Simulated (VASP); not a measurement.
Set up this calculation in VASP 6.6.1, as the native input.

- Task: relaxation of cell and atoms
- Functional: LDA
- Potentials or basis: VASP PAW LDA potentials, release 64 (Y_sv, Mg)
- Cutoff: 600 eV
- k mesh: 4 × 4 × 4
- Occupations: fermi-dirac, width 0.05 eV
- Spin: no spin polarisation
- Dipole correction: no
- Further INCAR settings: ALGO = Normal; EDIFF = 1e-06; IBRION = 2; EDIFFG = -0.03; NSW = 60; ISIF = 8

The structure of Y3Mg lies in POSCAR:

```
Y3Mg
1.0
    0.0000000000      3.9185490000      3.9185490000
    3.9185490000      0.0000000000      3.9185490000
    3.9185490000      3.9185490000      0.0000000000
Y Mg
3 1
Direct
    0.5000000000      0.5000000000      0.5000000000
    0.2500000000      0.2500000000      0.2500000000
    0.7500000000      0.7500000000      0.7500000000
    0.0000000000      0.0000000000      0.0000000000
```

The cell comes from a database or a generator and needn't be the stable form of this composition.

One way to write it, as run:

INCAR

```
SYSTEM = Y3Mg
PREC     = Accurate       ! precision mode
ENCUT    = 600            ! plane-wave cutoff, eV
EDIFF    = 1E-6           ! SCF threshold, eV
ISMEAR   = -1             ! smearing method
SIGMA    = 0.05           ! smearing width, eV
LREAL    = .FALSE.        ! projectors in reciprocal space
LASPH    = .TRUE.         ! aspherical terms in the spheres
NELM     = 100            ! most SCF steps
ALGO     = Normal         ! electronic algorithm
ISIF     = 8              ! what is computed and relaxed
LWAVE    = .FALSE.        ! write WAVECAR
LCHARG   = .FALSE.        ! write CHGCAR
IBRION   = 2              ! ionic algorithm
NSW      = 60             ! ionic steps
EDIFFG   = -0.03          ! ionic threshold
```

KPOINTS

```
Automatic mesh
0
G
  4 4 4
  0 0 0
```

Potentials or basis: VASP PAW LDA potentials, release 64 (Y_sv, Mg).

The run is started by

```bash
$ cat potpaw_LDA.64/Y_sv/POTCAR potpaw_LDA.64/Mg/POTCAR > POTCAR
$ mpirun -np 1 vasp_std > vasp.out
```

Results of the run:

The relaxed volume is 27.26 Å³/atom. The relaxed cell is a = 5.362 Å, b = 5.362 Å, c = 5.362 Å, α = 60.00°, β = 60.00°, γ = 60.00° and the space group after relaxing (to 0.05 Å) is Fm-3m (No. 225). The energy gained by relaxing is 36.5 meV/atom. The ionic steps are 3. The pressure after relaxing is 0.0 GPa and the band gap on the k mesh is none (metal or under the smearing width).

Wall time 83 s on 1 thread of Intel(R) Xeon(R) Platinum 8559C (Emerald Rapids), on a shared host, peak memory 0.29 GiB.
